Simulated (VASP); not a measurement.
Here is a VASP 6.6.1 calculation.

File INCAR:

```
SYSTEM = Li3SiP2
PREC = Accurate ; ENCUT = 520
EDIFF = 1E-7 ; ISMEAR = 0
SIGMA = 0.1 ; LREAL = .False.
LASPH = .True. ; NELM = 60
ALGO = Fast ; ISIF = 2
LWAVE = .False. ; LCHARG = .False.
GGA = PE ; NBANDS = 20
```

KPOINTS

```
Automatic mesh
0
Gamma
  6 6 6
  0 0 0
```

File POSCAR:

```
Li3SiP2
1.0
    4.0972965975      2.3655752935      2.4254301508
   -4.0972965975      2.3655752935      2.4254301508
    0.0000000000     -4.7311505870      2.4254301508
Li Si P
3 1 2
Direct
    0.5000000000      0.5000000000      0.0000000000
    0.5000000000      0.0000000000      0.5000000000
    0.0000000000      0.5000000000      0.5000000000
    0.0000000000      0.0000000000      0.0000000000
    0.7069488802      0.7069488802      0.7069488802
    0.2930511198      0.2930511198      0.2930511198
```

Potentials or basis: VASP PAW PBE potentials, release 64 (Li_sv, Si, P).

The run is started by

```sh
$ cat potpaw_PBE.64/Li_sv/POTCAR potpaw_PBE.64/Si/POTCAR potpaw_PBE.64/P/POTCAR > POTCAR
$ mpirun -np 1 vasp_std > vasp.out
```

Q: Predict the largest force.

A: 0.034 eV/Å.

Q: Estimate the band gap on the k mesh.

A: None (metal or under the smearing width).

Forces on the atoms (eV/Å):
```
Li   0.000  0.000  0.000
Li   0.000  0.000  0.000
Li   0.000  0.000  0.000
Si   0.000  0.000  0.000
P    0.000  0.000  0.034
P    0.000  0.000 -0.034
```
